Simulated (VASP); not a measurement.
These are PBEsol GGA, VASP's PBE PAW potentials (set 64) (plane waves; VASP) values and carry that method's errors.

VASP input:

### KPOINTS
```
Automatic
0
Gamma
 4 4 7
```

### POSCAR
```
BeCd3Se4
1
   -0.0195687935     5.8304316191     5.8834719564
    5.8304316191    -0.0195687935     5.8834719564
    2.9054314128     2.9054314128     0.0000000000
Cd Se Be
3 4 1
Direct
  0.9954345900   0.9954345900   0.0091308200
  0.9936846331   0.5068224730   0.9994928938
  0.5068224730   0.9936846331   0.9994928938
  0.1260395235   0.1260395235   0.2479209529
  0.1647808019   0.6115038011   0.2237153970
  0.6115038011   0.1647808019   0.2237153970
  0.6028184589   0.6028184589   0.2943630822
  0.4989157185   0.4989157185   0.0021685632
```

**INCAR**
```
SYSTEM  =  BeCd3Se4
PREC  =  Accurate; ENCUT  =  400; LREAL  =  .FALSE.
LASPH  =  .TRUE.
EDIFF  =  1E-7; NELM  =  100; ALGO  =  Normal
LMAXMIX  =  4
ISMEAR  =  -5
GGA  =  PS
ISIF  =  2
LWAVE  =  .FALSE.; LCHARG  =  .TRUE.; LORBIT  =  11
NEDOS  =  601
LEFG  =  .TRUE.
```

POTCAR, in this order: Cd Se Be (PBE.64 set). Program: vasp_std.

The resulting files:

**OUTCAR**
```
 ion  position               nearest neighbor table
   1  0.995  0.995  0.009-   4 2.57   4 2.57   6 2.61   5 2.61
   2  0.994  0.507  0.999-   4 2.58   5 2.63   5 2.63   7 2.66
   3  0.507  0.994  0.999-   4 2.58   6 2.63   6 2.63   7 2.66
   4  0.126  0.126  0.248-   1 2.57   1 2.57   2 2.58   3 2.58
   5  0.165  0.612  0.224-   8 2.26   1 2.61   2 2.63   2 2.63
   6  0.612  0.165  0.224-   8 2.26   1 2.61   3 2.63   3 2.63
   7  0.603  0.603  0.294-   8 2.39   8 2.39   3 2.66   2 2.66
   8  0.499  0.499  0.002-   5 2.26   6 2.26   7 2.39   7 2.39
  LATTYP: Found a base centered orthorhombic cell.
 ALAT       =     8.2731499234
 B/A-ratio  =     1.4223051706
 C/A-ratio  =     0.4966549073
 Subroutine PRICEL returns:
 Original cell was already a primitive cell.
 Subroutine GETGRP returns: Found  4 space group operations
The static configuration has the point symmetry C_2v.
The dynamic configuration has the point symmetry C_2v.
 Subroutine INISYM returns: Found  4 space group operations
 Subroutine IBZKPT returns following result:
 Found     37 irreducible k-points:

 Following reciprocal coordinates:
            Coordinates               Weight
  0.000000  0.000000  0.000000      1.000000
  0.250000 -0.000000  0.000000      4.000000
  0.500000 -0.000000  0.000000      2.000000
  0.250000  0.250000  0.000000      2.000000
  0.500000  0.250000  0.000000      4.000000
 -0.250000  0.250000  0.000000      2.000000
  0.500000  0.500000  0.000000      1.000000
  0.000000  0.000000  0.142857      2.000000
  0.250000  0.000000  0.142857      4.000000
  0.500000  0.000000  0.142857      4.000000
 -0.250000  0.000000  0.142857      4.000000
  0.250000  0.250000  0.142857      2.000000
  0.500000  0.250000  0.142857      4.000000
 -0.250000  0.250000  0.142857      4.000000
  0.500000  0.500000  0.142857      2.000000
 -0.250000  0.500000  0.142857      4.000000
...
```

### OSZICAR
```
       N       E                     dE             d eps       ncg     rms          rms(c)
DAV:   1     0.361394348224E+03    0.36139E+03   -0.25282E+04  2746   0.122E+03
DAV:   2    -0.519876557097E+01   -0.36659E+03   -0.35661E+03  3181   0.316E+02
DAV:   3    -0.285670691177E+02   -0.23368E+02   -0.23212E+02  3218   0.799E+01
DAV:   4    -0.288841491580E+02   -0.31708E+00   -0.31665E+00  3207   0.876E+00
DAV:   5    -0.288881560445E+02   -0.40069E-02   -0.40060E-02  3277   0.901E-01    0.119E+01
DAV:   6    -0.274874034372E+02    0.14008E+01   -0.32327E+00  3262   0.160E+01    0.930E+00
DAV:   7    -0.274227603640E+02    0.64643E-01   -0.13381E+00  3068   0.515E+00    0.404E+00
DAV:   8    -0.274129338973E+02    0.98265E-02   -0.18021E-01  2978   0.376E+00    0.646E-01
DAV:   9    -0.274104627273E+02    0.24712E-02   -0.27385E-02  3140   0.169E+00    0.190E-01
DAV:  10    -0.274105123809E+02   -0.49654E-04   -0.15984E-03  3040   0.315E-01    0.845E-02
DAV:  11    -0.274106159699E+02   -0.10359E-03   -0.56025E-04  3193   0.149E-01    0.297E-02
DAV:  12    -0.274106139387E+02    0.20312E-05   -0.13436E-04  3059   0.805E-02    0.157E-02
DAV:  13    -0.274106161749E+02   -0.22361E-05   -0.89984E-06  3165   0.170E-02    0.500E-03
DAV:  14    -0.274106163257E+02   -0.15080E-06   -0.21518E-06  3138   0.116E-02    0.122E-03
DAV:  15    -0.274106164146E+02   -0.88904E-07   -0.19110E-07  2587   0.268E-03
   1 F= -.27410616E+02 E0= -.27410616E+02  d E =0.000000E+00
```

File OUTCAR:
```
------------------------ aborting loop because EDIFF is reached ----------------------------------------
  FORCE on cell =-STRESS in cart. coord.  units (eV):
  Direction    XX          YY          ZZ          XY          YZ          ZX
  --------------------------------------------------------------------------------------
  Total       -0.0387949     -0.0387949      0.0105128     -0.0259946      0.0000000     -0.0000000
  in kB       -0.3107813     -0.3107813      0.0842172     -0.2082401      0.0000000     -0.0000000
  external PRESSURE =      -0.1791151 kB  Pullay stress =       0.0000000 kB
  volume of cell :      200.00
      direct lattice vectors                 reciprocal lattice vectors
    -0.019568794  5.830431619  5.883471956    -0.085470079  0.085470079  0.084983833
     5.830431619 -0.019568794  5.883471956     0.085470079 -0.085470079  0.084983833
     2.905431413  2.905431413  0.000000000     0.172091483  0.172091483 -0.169967667
 POSITION                                       TOTAL-FORCE (eV/Angst)
 -----------------------------------------------------------------------------------
      5.81086      5.81086     11.71322         0.000000      0.000000     -0.007630
      5.83951      8.68765      8.82819         0.006506     -0.006506      0.003001
      8.68765      5.83951      8.82819        -0.006506      0.006506      0.003001
      1.45272      1.45272      1.48310         0.000000      0.000000     -0.008847
      4.21210      1.59877      4.56725         0.003221     -0.003221      0.008735
      1.59877      4.21210      4.56725        -0.003221      0.003221      0.008735
      4.35815      4.35815      7.09333        -0.000000     -0.000000      0.000478
      2.90543      2.90543      5.87071         0.000000      0.000000     -0.007475
 -----------------------------------------------------------------------------------
    total drift:                               -0.000008     -0.000008     -0.001211
  FREE ENERGIE OF THE ION-ELECTRON SYSTEM (eV)
  ---------------------------------------------------
  free  energy   TOTEN  =       -27.4106164146 eV

  energy  without entropy=      -27.4106164146  energy(sigma->0) =      -27.41061641

 total charge

# of ion       s       p       d       tot
------------------------------------------
    1        0.460   0.354   9.547  10.360
    2        0.453   0.328   9.546  10.327
    3        0.453   0.328   9.546  10.327
    4        1.445   2.423   0.029   3.896
    5        1.440   2.408   0.025   3.873
    6        1.440   2.408   0.025   3.873
    7        1.440   2.374   0.020   3.835
    8        0.346   0.489   0.000   0.835
--------------------------------------------------
tot          7.477  11.112  28.736  47.325
```
(Selected blocks of OUTCAR.)

### OUTCAR
```
 val. band max:        1.5256422605   @ k =   0.0000   0.0000   0.0000

 cond. band min:       2.3427902618   @ k =   0.0000   0.0000   0.0000


 Fermi energy:         1.5311887680

 k-point     1 :       0.0000    0.0000    0.0000
  band No.  band energies     occupation
      1     -11.5595      2.00000
      2     -10.9494      2.00000
      3     -10.9107      2.00000
      4     -10.7292      2.00000
      5      -6.5542      2.00000
      6      -6.5539      2.00000
      7      -6.5479      2.00000
      8      -6.4575      2.00000
      9      -6.3898      2.00000
     10      -6.3836      2.00000
     11      -6.3695      2.00000
     12      -6.2471      2.00000
     13      -6.1896      2.00000
     14      -6.1867      2.00000
     15      -6.1539      2.00000
     16      -6.1294      2.00000
     17      -6.1000      2.00000
     18      -6.0800      2.00000
     19      -5.8258      2.00000
     20      -3.5144      2.00000
     21      -3.3647      2.00000
     22      -2.9441      2.00000
     23      -0.9883      2.00000
     24      -0.7990      2.00000
     25       0.2558      2.00000
     26       0.4366      2.00000
     27       0.4951      2.00000
     28       0.8595      2.00000
     29       1.3106      2.00000
     30       1.3507      2.00000
     31       1.5256      2.00000
     32       2.3428      0.00000
     33       3.8285      0.00000
     34       3.9512      0.00000
     35       4.3210      0.00000
     36       5.0874      0.00000
     37       6.5931      0.00000

 k-point     2 :       0.2500   -0.0000    0.0000
  band No.  band energies     occupation
      1     -11.4917      2.00000
      2     -11.0256      2.00000
      3     -10.8936      2.00000
      4     -10.7537      2.00000
      5      -6.5529      2.00000
      6      -6.5338      2.00000
      7      -6.5285      2.00000
      8      -6.4543      2.00000
      9      -6.4119      2.00000
     10      -6.3870      2.00000
     11      -6.3546      2.00000
...
```

The structure was generated: BeCd3Se4 was put into an ordered model structure (Amm2), which need not be its known phase. It was relaxed first.
